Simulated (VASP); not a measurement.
Here is the system:

```xyz
3
Lattice="0.0000 3.5852 3.5852 3.5852 0.0000 3.5852 3.5852 3.5852 0.0000" Properties=species:S:1:pos:R:3 pbc="T T T"
Ca     5.3779     5.3779     5.3779
Ca     1.7926     1.7926     1.7926
Si     0.0000     0.0000     0.0000
```

These are PBEsol GGA, VASP's PBE PAW potentials (set 64) (plane waves; VASP) values and carry that method's errors. Settings: 300 eV cut-off, 8×8×8 Γ-centred mesh, Gaussian smearing of 0.010 eV, potentials Ca_sv Si.

Give the energies of bands 9 to 15 at the high-symmetry points, in eV from the valence-band maximum.

| band | Γ | X | U | L | W |
|---|---|---|---|---|---|
| 9 | -6.52 | -5.61 | -5.63 | -5.83 | -5.61 |
| 10 | -0.37 | -1.93 | -1.55 | -1.92 | -1.20 |
| 11 | -0.37 | 0.00 | -0.91 | -0.06 | -1.20 |
| 12 | -0.37 | 0.00 | 0.00 | -0.06 | -0.33 |
| 13 | 1.70 | 0.51 | 0.96 | 2.42 | 1.13 |
| 14 | 1.87 | 1.67 | 2.35 | 2.42 | 2.61 |
| 15 | 1.87 | 2.64 | 2.80 | 2.63 | 2.61 |

The gap is direct, 0.51 eV, from the valence maximum at X to the conduction minimum at X.

The structure comes from a computed database's Ca2Si entry (Fm-3m); how it stands against other phases isn't given here. The cell was not relaxed at this level.
